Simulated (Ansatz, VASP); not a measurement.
ZnGaP: VASP beside Ansatz

```
Zn Ga P
1.0
     4.01594    0.00000    0.00000
    -2.00797    3.47791    0.00000
     0.00000    0.00000    4.40420
Zn Ga P
1 1 1
Direct
  0.00000 0.00000 0.50000
  0.66667 0.33333 0.00000
  0.33333 0.66667 0.50000
```

The cell was built by a generator and needn't be a form met in nature.

Alike in both runs: task single point; functional HSE(alpha, omega); k mesh 4 × 4 × 3; occupations fermi-dirac, width 0.05 eV; no spin polarisation.

```csv
,VASP,Ansatz
version,VASP 6.6.1,Ansatz 0.2.0
potentials or method,"VASP PAW PBE potentials, release 64 (Zn, Ga_d, P)",Ansatz PAW
plane-wave cutoff (eV),520,420
valence electrons in the cell,30,30
```

```tsv
	VASP	Ansatz	Ansatz less VASP
gap on the k mesh at the Fermi level (eV)	0.22	0.22	-0.007
least direct gap on the mesh (eV)	2.31	2.31	-0.001
pressure (GPa)	1.2	1.2	-0.02
largest component of the traceless stress (GPa)	0.28	0.27	-0.004
```

The functional is the same, so the differences come from potentials, cutoffs and numerics.

Caveats: the k mesh is coarse (spacing up to 0.48 Å⁻¹), so the values aren't converged, least of all with exact exchange; the PAW data sets were made with another functional, which shifts forces and pressure a little (VASP); an odd mesh through Γ misses points on the zone boundary, where band edges often lie (VASP); the PAW data sets come from PBE, with cores solved anew for the run's functional, which leaves a small shift of forces and pressure (Ansatz); the thresholds are loose for stress (Ansatz).
